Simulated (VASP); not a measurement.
Runs of VASP 6.6.1 on F6S. The cell holds a molecule in a box, 7 atoms: a = 13.230 Å, b = 13.730 Å, c = 14.230 Å, α = 90.00°, β = 90.00°, γ = 90.00°. 

```csv
level,potentials or basis,gap on the mesh (eV),largest force (eV/Å)
RPBE+D3(BJ),"VASP PAW PBE potentials, release 64 (F, S)",6.62,0.35
RPBE,"VASP PAW PBE potentials, release 64 (F, S)",6.62,0.42
LDA,"VASP PAW LDA potentials, release 64 (F, S)",6.46,0.97
PBE+D3,"VASP PAW PBE potentials, release 64 (F, S)",6.56,(a)
PBE,"VASP PAW PBE potentials, release 64 (F, S)",6.56,0.11
rev-vdW-DF2,"VASP PAW PBE potentials, release 64 (F, S)",6.53,(c)
PBE+D4,"VASP PAW PBE potentials, release 64 (F, S)",6.56,0.10
PBEsol,"VASP PAW PBE potentials, release 64 (F, S)",(b),0.42
```

Alike in all rows: task single point; no spin polarisation; cell as given; k mesh 1 × 1 × 1; cutoff (eV) 400; smearing gaussian 0.01 eV.

Problem. Fill in the values left out.

Solution. (a) 0.13; (b) 6.55; (c) 0.09.

Caveats: the PAW data sets were made with another functional, which shifts forces and pressure a little (some runs).

